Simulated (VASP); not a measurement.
Here is the system:

```cif
data_ClNa
_chemical_formula_sum 'Na1 Cl1'
_space_group_name_H-M_alt 'P 1'
_space_group_IT_number 1
_cell_length_a 3.97313
_cell_length_b 3.97313
_cell_length_c 3.97313
_cell_angle_alpha 60.000
_cell_angle_beta 60.000
_cell_angle_gamma 60.000
loop_
_space_group_symop_operation_xyz
  'x, y, z'
loop_
_atom_site_label
_atom_site_type_symbol
_atom_site_fract_x
_atom_site_fract_y
_atom_site_fract_z
_atom_site_occupancy
Na1 Na 0.00000 0.00000 0.00000 1
Cl1 Cl 0.50000 0.50000 0.50000 1
```

All values below come from rev-vdW-DF2, VASP's PBE PAW potentials (set 64) (plane waves; VASP). Settings: 520 eV cut-off, 8×8×8 Γ-centred mesh, Gaussian smearing of 0.050 eV, potentials Na_pv Cl.

**Question.** Give the energy at these volumes per atom, relative to the lowest: 20.82, 21.49, 22.15, 22.82, 23.48 Å³.

**Answer.** 7.6, 1.8, 0.0, 1.4, 5.7 meV/atom. A third-order Birch-Murnaghan fit gives B0 = 26.2 GPa and B0′ = 4.8.

The compound is NaCl in the rock salt structure. It was relaxed first.
